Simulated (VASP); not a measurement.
YSi$_{2}$ (space group P6/mmm): the formation energy from VASP (plane waves, PAW) at several levels of theory. The references are the elements' solids at the same level; no temperature or zero-point terms are added.

```csv
level,formation energy (eV/atom)
LDA,-0.632
r2SCAN,-0.562
```

The cell of the LDA run:

```
YSi2
1.0
    4.02490     0.00000     0.00000
   -2.01245     3.48567     0.00000
    0.00000     0.00000     3.86691
Y Si
1 2
Cartesian
  4.02490   0.00000   0.00000
  0.00000   2.32378   1.93346
  2.01245   1.16189   1.93346
```

Only levels that ran to the end are used. Left out are those held back, those with too coarse a band path, GW runs whose mesh misses a band edge, hybrids' fits of cells that aren't cubic and levels without matching references; a question may draw on a part of the rest.
